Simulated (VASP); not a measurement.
All values below come from r2SCAN meta-GGA, VASP's PBE PAW potentials (set 64) (plane waves; VASP).

VASP input:

**POSCAR**
```
Al
1
   -0.0398207436     1.9910371781     1.9910371781
    1.9910371781    -0.0398207436     1.9910371781
    1.9512164345     1.9512164345     0.0000000000
Al
1
Direct
  0.0000000000   0.0000000000   0.0000000000
```

### INCAR
```
! general
SYSTEM  = Al
PREC    = Accurate
ENCUT   = 480
LREAL   = .FALSE.
LASPH   = .TRUE.

! electronic loop
EDIFF   = 1E-7
NELM    = 100
ALGO    = Normal
LMIXTAU = .TRUE.

! smearing
ISMEAR  = 1
SIGMA   = 0.1

! functional
METAGGA = R2SCAN

! ions
ISIF    = 2

! output
LWAVE   = .FALSE.
LCHARG  = .FALSE.
```

File KPOINTS:
```
Automatic mesh
0
Gamma
14 14 14
0 0 0
```

POTCAR, in this order: Al (PBE.64 set). Program: vasp_std.

Output

**OSZICAR**
```
       N       E                     dE             d eps       ncg     rms          rms(c)
DAV:   1    -0.484353733822E+01   -0.48435E+01   -0.87281E+02  4560   0.317E+02
DAV:   2    -0.688644434601E+01   -0.20429E+01   -0.18671E+01  5530   0.311E+01
DAV:   3    -0.690520304034E+01   -0.18759E-01   -0.18424E-01  5470   0.342E+00
DAV:   4    -0.690527731840E+01   -0.74278E-04   -0.74276E-04  5830   0.207E-01
DAV:   5    -0.690527781588E+01   -0.49748E-06   -0.49798E-06  5560   0.139E-02    0.308E+00
DAV:   6    -0.671943785830E+01    0.18584E+00   -0.10047E-01  5770   0.224E+00    0.193E+00
DAV:   7    -0.700199199617E+01   -0.28255E+00   -0.73590E-02  5110   0.197E+00    0.693E-01
DAV:   8    -0.668001739701E+01    0.32197E+00   -0.98062E-02  5115   0.224E+00    0.222E-01
DAV:   9    -0.673174058737E+01   -0.51723E-01   -0.43811E-02  4395   0.121E+00    0.129E-01
DAV:  10    -0.673261476192E+01   -0.87417E-03   -0.71537E-04  6380   0.244E-01    0.182E-01
DAV:  11    -0.673364092886E+01   -0.10262E-02   -0.12651E-04  5490   0.902E-02    0.152E-01
DAV:  12    -0.673191577223E+01    0.17252E-02   -0.22907E-04  4900   0.112E-01    0.589E-02
DAV:  13    -0.673184895715E+01    0.66815E-04   -0.10285E-04  5540   0.873E-02    0.507E-02
DAV:  14    -0.673185529681E+01   -0.63397E-05   -0.53619E-06  4490   0.244E-02    0.589E-02
DAV:  15    -0.673184829327E+01    0.70035E-05   -0.66185E-06  4675   0.263E-02    0.713E-02
DAV:  16    -0.673184767026E+01    0.62301E-06   -0.96745E-06  5160   0.301E-02    0.710E-02
DAV:  17    -0.673184911738E+01   -0.14471E-05   -0.11356E-06  5680   0.110E-02    0.517E-02
DAV:  18    -0.673185182909E+01   -0.27117E-05   -0.43665E-07  4475   0.835E-03    0.198E-02
DAV:  19    -0.673185312139E+01   -0.12923E-05   -0.36246E-07  4600   0.747E-03    0.192E-03
DAV:  20    -0.673185267200E+01    0.44938E-06   -0.73679E-08  3260   0.354E-03    0.459E-04
DAV:  21    -0.673185255138E+01    0.12062E-06   -0.69919E-09  2265   0.123E-03    0.365E-04
DAV:  22    -0.673185254570E+01    0.56803E-08   -0.38433E-09  2205   0.934E-04
   1 F= -.67318525E+01 E0= -.67319086E+01  d E =0.168211E-03
```

### OUTCAR
```
------------------------ aborting loop because EDIFF is reached ----------------------------------------
  FORCE on cell =-STRESS in cart. coord.  units (eV):
  Direction    XX          YY          ZZ          XY          YZ          ZX
  --------------------------------------------------------------------------------------
  Total        0.0192398      0.0192398      0.0456460      0.1189618      0.0000000      0.0000000
  in kB        1.9535176      1.9535176      4.6346691     12.0787979      0.0000000      0.0000000
  external PRESSURE =       2.8472348 kB  Pullay stress =       0.0000000 kB
  volume of cell :       15.78
      direct lattice vectors                 reciprocal lattice vectors
    -0.039820744  1.991037178  1.991037178    -0.246201369  0.246201369  0.251125396
     1.991037178 -0.039820744  1.991037178     0.246201369 -0.246201369  0.251125396
     1.951216435  1.951216435  0.000000000     0.256250404  0.256250404 -0.251125396
 POSITION                                       TOTAL-FORCE (eV/Angst)
 -----------------------------------------------------------------------------------
      0.00000      0.00000      0.00000         0.000000      0.000000      0.000000
 -----------------------------------------------------------------------------------
    total drift:                               -0.000000     -0.000000     -0.000000
  FREE ENERGIE OF THE ION-ELECTRON SYSTEM (eV)
  ---------------------------------------------------
  free  energy   TOTEN  =        -6.7318525457 eV

  energy  without entropy=       -6.7320207567  energy(sigma->0) =       -6.73190862
```
(Selected blocks of OUTCAR.)

The compound is Al in the fcc structure. This cell was strained or had an atom moved on purpose.
